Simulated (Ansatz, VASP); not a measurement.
# Ba4Sr3Li4Zr2Si34O81 (glassy 76SiO2-9BaO-7SrO-4Li2O-4ZrO2 (mol %)): VASP beside Ansatz, part 2 of 2

Wanted: the spread between two codes on one cell, functional and k mesh. Of the first pair: The structure shown is the start of the Ansatz relaxation below; VASP solves that cell, so the two are compared at the walk's first step.

VASP 6.6.1 and Ansatz 0.2.0.

So far. Step 4 (Differences): The forces differ by 27 meV/Å r.m.s., which is 2.7 % of the r.m.s. force of 0.995 eV/Å (both taken over all components).

### 6. VASP: single point, PBE, relaxed cell, pair 2

Level of this step: PBE; plane waves and PAW (Si, Ba_sv, Sr_sv, Li_sv, Zr_sv, O) (VASP).

The same cell, functional and mesh now go to VASP, with its own data sets.

File INCAR:

```
SYSTEM = Ba4Sr3Li4Zr2Si34O81
PREC = Accurate
ENCUT = 750
EDIFF = 1E-06
NELM = 120
ISMEAR = 0
SIGMA = 0.01
LREAL = Auto
ALGO = Normal
GGA = PE
NBANDS = 464
LASPH = .TRUE.
LORBIT = 11
LWAVE = .FALSE.
LCHARG = .FALSE.
ISIF = 2
GGA_COMPAT = .FALSE.
EFERMI = MIDGAP
NCORE = 4
```

File POSCAR:

```
Ba4Sr3Li4Zr2Si34O81
1.0
   12.1577870000     -0.0905340000     -0.0736990000
   -0.0905340000     12.1968610000      0.3830780000
   -0.0736990000      0.3830780000     12.1549910000
Si Ba Sr Li Zr O
34 4 3 4 2 81
Direct
    0.4761200000      0.9496600000      0.3135900000
    0.4468500000      0.0176100000      0.9476800000
    0.9022000000      0.4047700000      0.6204000000
    0.4406000000      0.8348800000      0.7936200000
    0.2900400000      0.1524700000      0.7816700000
    0.0983400000      0.5885700000      0.0098200000
    0.4504400000      0.5637400000      0.8507500000
    0.0065000000      0.8240400000      0.0544900000
    0.3896200000      0.1331100000      0.1497400000
    0.3296400000      0.5128600000      0.0676100000
    0.9906200000      0.7154800000      0.4326400000
    0.6089100000      0.0085000000      0.6700300000
    0.3691100000      0.4535400000      0.3188500000
    0.2765700000      0.8737500000      0.4354800000
    0.0444400000      0.1576100000      0.7851500000
    0.7448800000      0.7906200000      0.0939900000
    0.7325000000      0.2827000000      0.3632400000
    0.8070000000      0.3623500000      0.0575800000
    0.0120100000      0.9150200000      0.7975300000
    0.2011700000      0.3017000000      0.1179000000
    0.7071100000      0.9567300000      0.4296900000
    0.6733000000      0.0324600000      0.0500600000
    0.0849100000      0.9203000000      0.2835000000
    0.6092100000      0.2370000000      0.1447900000
    0.0588100000      0.2344600000      0.5230600000
    0.4841300000      0.4751700000      0.5136500000
    0.8988600000      0.1202900000      0.0796800000
    0.7266600000      0.5022900000      0.4771700000
    0.8749400000      0.7530800000      0.6642800000
    0.0411200000      0.5816600000      0.7437000000
[... 92 atom lines left out ...]
    0.8391200000      0.5101400000      0.5512600000
    0.8101600000      0.3184000000      0.6651100000
    0.4502000000      0.3504600000      0.5522700000
    0.9321400000      0.7522700000      0.5442500000
    0.9701400000      0.0426200000      0.7975300000
    0.5789000000      0.0424100000      0.9516500000
```

File KPOINTS:

```
Automatic mesh
0
Gamma
1 1 1
0 0 0
```

PAW data sets: Si, Ba_sv, Sr_sv, Li_sv, Zr_sv and O (PBE family, release 64).

Launch:

```sh
> mpirun -np 16 vasp_gam
```

Numbers of over 12 decimals in the logs are rounded to 6 here.

Output:

```text
[... set-up lines as in an earlier step ...]
 entering main loop
       N       E                     dE             d eps       ncg     rms          rms(c)
DAV:   1     0.856938792305E+04    0.85694E+04   -0.51823E+05   928   0.208E+03
DAV:   2    -0.292889120233E+03   -0.88623E+04   -0.85271E+04  1152   0.446E+02
DAV:   3    -0.108487986369E+04   -0.79199E+03   -0.78645E+03  1096   0.140E+02
DAV:   4    -0.111552024823E+04   -0.30640E+02   -0.30514E+02  1312   0.250E+01
[...]
DAV:  18    -0.977299083196E+03    0.15855E-05   -0.21798E-05  1088   0.781E-03    0.139E-02
DAV:  19    -0.977299085132E+03   -0.19361E-05   -0.14215E-05  1064   0.849E-03    0.639E-03
DAV:  20    -0.977299085229E+03   -0.97229E-07   -0.52580E-06  1024   0.438E-03
   1 F= -.97729909E+03 E0= -.97729909E+03  d E =0.000000E+00
```

OUTCAR, selected parts (step 6):

```text
  Total        2.6457067      1.6384772      1.2337683     -0.1298405      0.7257576     -0.0005025
[...]
2.75449      7.29774      0.62884        -0.011041      0.009982     -0.003714
     11.68544      3.19373     10.23617        -0.030396      0.032709      0.019672
      0.35665      0.57015      3.73458        -0.042234      0.000323     -0.003931
      4.49839      6.48934      2.54499        -0.018382     -0.013995      0.018905
      8.53845      0.95521      8.99045         0.030557     -0.002146      0.066085
     10.54778      9.91996      1.16958        -0.012915     -0.005670      0.003018
      0.48113      8.50269      0.97750         0.007245     -0.005465     -0.024804
      0.84390      7.68411      5.61633         0.026391     -0.024856      0.004964
     10.20135      5.39138     11.48903         0.050820     -0.069858      0.004996
      1.39252      3.30160      0.34618        -0.011548     -0.007057     -0.023073
      6.30371      1.41873      7.63996        -0.072513     -0.006025     -0.033060
      8.67311      8.90627      2.88303         0.023383      0.028176      0.002064
     11.92115      4.39495      6.51934        -0.004907     -0.013629      0.007576
      9.51705      1.27605     12.11666         0.035086      0.019983      0.014389
[...]
-----------------------------------------------------------------------------------
    total drift:                               -0.016525      0.024786      0.004102

  FREE ENERGIE OF THE ION-ELECTRON SYSTEM (eV)
  ---------------------------------------------------
  free  energy   TOTEN  =      -977.2990852290 eV

  energy  without entropy=     -977.2990852290  energy(sigma->0) =     -977.29908523

[... 1 part as in an earlier step ...]

[... 1 further part left out ...]
[key lines of the parts left out:]
E-fermi :   4.0032
```

The run ends at a pressure of 0.16 GPa, with forces up to 0.22 eV/Å.

### 7. Comparison

What differs besides the data sets and the points named for the pairs above, as far as they apply: the cutoff is 420 eV in Ansatz and 750 eV in VASP (PREC = Accurate, projectors in real space). Total energies have different zeros and are not compared.

Both answers:

| quantity | Ansatz | VASP | difference |
| --- | --- | --- | --- |
| pressure (GPa) | 0.01 | 0.16 | -0.15 |
| gap on the k mesh (eV) | 3.729 | 3.727 | +0.002 |

Forces on 7 of the 128 atoms, those with the largest forces and the largest differences (eV/Å; atoms numbered as in POSCAR):

| atom | Ansatz x, y, z | VASP x, y, z |
| --- | --- | --- |
| Si12 | 0.002, -0.001, 0.002 | 0.018, -0.093, -0.002 |
| Ba35 | 0.002, 0.000, -0.004 | -0.089, 0.069, -0.085 |
| Ba36 | 0.006, -0.001, 0.002 | 0.053, 0.089, 0.193 |
| Ba38 | 0.001, -0.003, -0.004 | -0.004, 0.003, 0.121 |
| O102 | -0.003, -0.001, -0.004 | -0.155, 0.036, -0.050 |
| O105 | 0.003, -0.010, -0.004 | -0.100, -0.062, -0.002 |
| O119 | -0.009, 0.002, 0.007 | -0.074, -0.061, -0.036 |

The forces differ by 31 meV/Å r.m.s., where the r.m.s. force is 0.007 eV/Å in Ansatz and 0.032 eV/Å in VASP: the atoms lie near their places of rest in Ansatz, so a percentage would say little (all taken over all components). A gap on the mesh is an upper bound, since the band edges may lie between its points.

### 8. Summary of results

```yaml
r_m_s_force_difference_single_point_pbe_start_cell_pair_1: 2.7 % of the r.m.s. force
r_m_s_force_difference_single_point_pbe_relaxed_cell_pair_2: 31 meV/Å
```

The r.m.s. force difference is 31 meV/Å (single point, PBE, relaxed cell, pair 2), beyond the 12 meV/Å picked in this series as the mark of a large difference. What causes the difference of the single point, PBE, relaxed cell, pair 2 pair stays open here. Such differences can come from data sets, numerical settings and the points named under the comparisons, not from the functional's error against experiment.

[Lines on the potential files, build, host, timing and source positions are cut from VASP's logs without a mark.]

[Logs are printed without paths, hosts, clocks, repeated set-up lines and the standing remarks that a program may print on its own settings, such as how far it seeks lower states.]

[Hosts, paths, dates, database ids (printed as entryN), source tags and the programs' standing remarks are cut or masked in the printed files.]
